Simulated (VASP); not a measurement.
Method: PBE GGA, VASP's PBE PAW potentials (set 64) (plane waves; VASP).

Input for VASP

INCAR:
```
SYSTEM = SrCl2
PREC = Accurate
ENCUT = 400
EDIFF = 1E-6
NELM = 100
ALGO = Normal
LREAL = .FALSE.
LASPH = .TRUE.
ISMEAR = 0
SIGMA = 0.05
GGA = PE
LMAXMIX = 4
LWAVE = .FALSE.
LCHARG = .FALSE.
ISIF = 2
```

### POSCAR
```
SrCl2
1.0
  0.0000000000   3.5598000000   3.5598000000
  3.5598000000   0.0000000000   3.5598000000
  3.5598000000   3.5598000000   0.0000000000
Sr Cl
1 2
Cart
  0.0000000000   0.0000000000   0.0000000000
  1.7799000000   1.7799000000   1.7799000000
  5.3397000000   5.3397000000   5.3397000000
```

File KPOINTS:
```
Automatic mesh
0
Gamma
5 5 5
0 0 0
```

POTCAR, in this order: Sr_sv Cl (PBE.64 set). Program: vasp_std.

**Question.** Predict the energy per atom (σ→0).

**Answer.** 
- energy per atom (σ→0) = -4.260 eV/atom

### OSZICAR
```
...
DAV:   8    -0.127783284555E+02   -0.80463E-02   -0.59727E-02   400   0.147E+00    0.319E-01
DAV:   9    -0.127798223079E+02   -0.14939E-02   -0.31572E-03   440   0.323E-01    0.116E-01
DAV:  10    -0.127811654236E+02   -0.13431E-02   -0.11650E-03   376   0.222E-01    0.295E-02
DAV:  11    -0.127812474989E+02   -0.82075E-04   -0.90179E-05   488   0.560E-02    0.360E-02
DAV:  12    -0.127812598821E+02   -0.12383E-04   -0.12933E-05   408   0.209E-02    0.113E-02
DAV:  13    -0.127812627888E+02   -0.29067E-05   -0.85497E-06   416   0.154E-02    0.316E-03
DAV:  14    -0.127812626448E+02    0.14406E-06   -0.34178E-07   344   0.402E-03
   1 F= -.12781263E+02 E0= -.12781263E+02  d E =-.135316E-20
```

The compound is SrCl2 in the fluorite structure. The cell was not relaxed at this level.
